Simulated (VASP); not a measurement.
Calculation: HSEsol screened hybrid, VASP's PBE PAW potentials (set 64) (plane waves; VASP).

Input for VASP

### INCAR
```
SYSTEM = CsBr
PREC = Accurate
ENCUT = 520
EDIFF = 1E-6
NELM = 60
ALGO = Normal
LREAL = .FALSE.
LASPH = .TRUE.
ISMEAR = 0
SIGMA = 0.05
GGA = PS
HFSCREEN = 0.2
AEXX = 0.25
LHFCALC = .TRUE.
PRECFOCK = Fast
ISYM = 3
LMAXMIX = 4
LWAVE = .FALSE.
LCHARG = .FALSE.
ISIF = 2
```

POSCAR:
```
CsBr
1
    4.3011747602     0.0000000000     0.0000000000
    0.0000000000     4.3011747602     0.0000000000
    0.0000000000     0.0000000000     4.3011747602
Cs Br
1 1
Direct
  0.0000000000   0.0000000000   0.0000000000
  0.5000000000   0.5000000000   0.5000000000
```

File KPOINTS:
```
K-points
0
Gamma
 4 4 4
```

POTCAR, in this order: Cs_sv Br (PBE.64 set). Program: vasp_std. Read from the step before: WAVECAR.

Question: What will the output report for the number of irreducible k-points (NKPTS), largest plane-wave count, number of space-group operations, FFT grid (NGX, NGY, NGZ)?

Answer: 
The number of irreducible k-points (NKPTS) is 10, the largest plane-wave count is 2176 and the number of space-group operations comes out as 48. The FFT grid (NGX, NGY, NGZ) is 32 × 32 × 32.

The compound is CsBr in the CsCl type structure. This cell is one point of a volume scan, at 0.94 of the reference volume. The cell's shape comes from a PBE relaxation.
